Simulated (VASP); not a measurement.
Crystal: Si2Mo.

```
CELL_PARAMETERS angstrom
-1.60000 1.60000 3.93050
1.60000 -1.60000 3.93050
1.60000 1.60000 -3.93050
ATOMIC_POSITIONS crystal
Si 0.33300 0.33300 0.00000
Si 0.66700 0.66700 0.00000
Mo 0.00000 0.00000 0.00000
```

- Program: VASP 6.6.1
- Task: relaxation of cell and atoms
- Functional: PBEsol
- Potentials or basis: VASP PAW PBE potentials, release 64 (Si, Mo_sv)
- Cutoff: 520 eV
- k mesh: 18 × 18 × 18
- Occupations: gaussian, width 0.1 eV
- Spin: no spin polarisation

At the start: pressure -2.4 GPa; volume 13.42 Å³/atom.

**Question.** How do energy, volume and symmetry change on relaxing?

**Answer.** Over 7 steps the energy falls by 2.8 meV/atom and the volume is 13.29 Å³/atom (-0.9 %); space group I4/mmm (No. 139, to 0.05 Å).

Step by step:
```
step  energy change (eV)  largest force (eV/Å)  pressure (GPa)  volume (Å³)
   1              0.0000                0.3274           -2.38        40.25
   2              0.0026                0.0421            4.54        39.10
   3             -0.0067                0.1668            0.70        39.71
   4             -0.0085                0.0043           -0.01        39.87
   5             -0.0085                0.0001            0.00        39.87
   6             -0.0085                0.0008           -0.02        39.87
   7             -0.0085                0.0006           -0.01        39.87
```

Final structure:
```xyz
3
Lattice="-1.5961 1.5961 3.9124 1.5961 -1.5961 3.9124 1.5961 1.5961 -3.9124" Properties=species:S:1:pos:R:3 pbc="T T T"
Si    0.0000    0.0000    2.6217
Si    0.0000    0.0000    5.2030
Mo    0.0000    0.0000    0.0000
```

Caveat: the PAW data sets were made with another functional, which shifts forces and pressure a little.
